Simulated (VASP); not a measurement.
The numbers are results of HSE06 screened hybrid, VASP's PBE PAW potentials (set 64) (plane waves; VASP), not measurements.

The input files of a VASP run:

File POSCAR:
```
MgO
2.1019960
  0.0000000000   0.9999999118   0.9999999118
  0.9999999118   0.0000000000   0.9999999118
  0.9999999118   0.9999999118   0.0000000000
Mg O
1 1
Cartesian
  0.0000000000   0.0000000000   0.0000000000
  0.9999999118   0.9999999118   0.9999999118
```

### INCAR
```
SYSTEM = MgO
PREC = Accurate
ENCUT = 520
EDIFF = 1E-6
NELM = 60
ALGO = Normal
LREAL = .FALSE.
LASPH = .TRUE.
ISMEAR = 0
SIGMA = 0.05
GGA = PE
HFSCREEN = 0.2
AEXX = 0.25
LHFCALC = .TRUE.
PRECFOCK = Fast
ISYM = 3
LWAVE = .FALSE.
LCHARG = .FALSE.
ISIF = 2
```

KPOINTS:
```
K-points
0
G
  8 8 8
0 0 0
```

POTCAR, in this order: Mg O (PBE.64 set). Program: vasp_std. Read from the step before: WAVECAR.

Problem. Estimate the energy per atom (σ→0), band gap (on the k-mesh).

Solution. 
The energy per atom (σ→0) is -7.116 eV/atom and the band gap (on the k-mesh) is 6.52 eV.

### OSZICAR
```
...
DAV:   3    -0.142317226371E+02    0.45165E-03   -0.45653E-04   544   0.159E-01    0.129E-01
DAV:   4    -0.142315806367E+02    0.14200E-03   -0.60077E-05   512   0.929E-02    0.779E-02
DAV:   5    -0.142315299873E+02    0.50649E-04   -0.18532E-05   504   0.660E-02    0.444E-02
DAV:   6    -0.142315135883E+02    0.16399E-04   -0.64623E-06   520   0.383E-02    0.254E-02
DAV:   7    -0.142315081578E+02    0.54305E-05   -0.22391E-06   488   0.207E-02    0.150E-02
DAV:   8    -0.142315064220E+02    0.17358E-05   -0.89694E-07   272   0.128E-02    0.899E-03
DAV:   9    -0.142315058052E+02    0.61684E-06   -0.33770E-07   256   0.858E-03
   1 F= -.14231506E+02 E0= -.14231506E+02  d E =-.537004E-18
```

The compound is MgO in the rock salt structure. This cell is one point of a volume scan, at 0.97 of the reference volume. The cell's shape comes from a PBE relaxation.
